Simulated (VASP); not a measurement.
```
CELL_PARAMETERS angstrom
      0.00000     2.80207     2.80207
      2.80207     0.00000     2.80207
     11.19172    11.19172     0.01657
ATOMIC_POSITIONS crystal
  Si 0.99583 0.99583 0.00312
  Si 0.25417 0.25417 0.05938
  Ge 0.00626 0.00626 0.24531
  Ge 0.25350 0.25350 0.30987
  Ge 0.00105 0.00105 0.49921
  Ge 0.24895 0.24895 0.56329
  Ge 0.99650 0.99650 0.75263
  Ge 0.24374 0.24374 0.81719
```

Method: PBEsol GGA, VASP's PBE PAW potentials (set 64) (plane waves; VASP). Settings: 400 eV cut-off, 8×8×2 Γ-centred mesh, tetrahedra with Blöchl corrections, potentials Si Ge_d.

The cores are frozen, which limits the accuracy of field gradients.

### Question
Give the principal components of the electric field gradient (V/Å²) and the asymmetry η at each nucleus.

### Answer

```csv
atom,Vxx,Vyy,Vzz,η
Si1,-0.4,-0.4,0.8,0.00
Si2,-0.4,-0.4,0.8,0.00
Ge3,7.2,7.2,-14.5,0.00
Ge4,-2.2,-2.2,4.4,0.00
Ge5,-2.8,-2.8,5.7,0.00
Ge6,-2.8,-2.8,5.7,0.00
Ge7,-2.2,-2.2,4.4,0.00
Ge8,7.2,7.2,-14.5,0.00
```

The structure was generated: Ge6Si2 was put into an ordered model structure (R-3m), which need not be its known phase. It was relaxed first.
